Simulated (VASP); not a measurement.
Consider the following.

```xyz
4
Lattice="3.5060 0.0000 0.0000 0.0000 3.5060 0.0000 0.0000 0.0000 3.5060" Properties=species:S:1:pos:R:3 pbc="T T T"
Si     0.0000     0.0000     0.0000
Ni     0.0000     1.7530     1.7530
Ni     1.7530     0.0000     1.7530
Ni     1.7530     1.7530     0.0000
```

Calculation: PBE GGA, VASP's PBE PAW potentials (set 64) (plane waves; VASP). Settings: 520 eV cut-off, 10×10×10 Γ-centred mesh, tetrahedra with Blöchl corrections, potentials Si Ni.

Question: Tabulate the total density of states (states/eV per cell) against energy (eV; zero at the valence-band maximum or, without a gap, the Fermi level).

Answer: 
(E (eV), DOS (states/eV)): (-9.94, 0.76); (-9.71, 0.83); (-9.47, 0.79); (-9.24, 0.78); (-9.02, 0.75); (-8.79, 0.76); (-8.55, 0.79); (-8.32, 0.53); (-8.09, 0.02); (-7.86, 0.00); (-7.63, 0.02); (-7.40, 0.17); (-7.17, 0.35); (-6.94, 0.48); (-6.71, 0.61); (-6.60, 0.70); (-6.37, 0.91); (-6.14, 1.39); (-5.91, 1.44); (-5.68, 1.70); (-5.45, 1.25); (-5.22, 1.63); (-4.99, 2.23); (-4.75, 1.38); (-4.53, 1.31); (-4.29, 1.66); (-4.07, 2.53); (-3.83, 7.37); (-3.60, 4.68); (-3.37, 3.20); (-3.14, 5.56); (-2.91, 7.56); (-2.68, 3.42); (-2.45, 4.11); (-2.22, 12.9); (-1.99, 5.45); (-1.76, 3.00); (-1.53, 7.38); (-1.30, 11.8); (-1.07, 13.5); (-0.84, 9.45); (-0.61, 7.87); (-0.38, 3.52); (-0.15, 3.88); (0.08, 0.77); (0.20, 0.68); (0.42, 1.17); (0.66, 3.09); (0.89, 2.49); (1.12, 1.81); (1.35, 1.59); (1.58, 1.34); (1.81, 1.20); (2.04, 1.20); (2.27, 1.09); (2.50, 1.10); (2.73, 1.05); (2.96, 0.81); (3.19, 0.72); (3.42, 0.91)
Within 2 eV below the Fermi level the largest weight inside VASP's projection spheres is Ni d.

The compound is Ni3Si in the L1_2 structure. It was relaxed first. The run is not spin-polarised, so no magnetic state was tried.
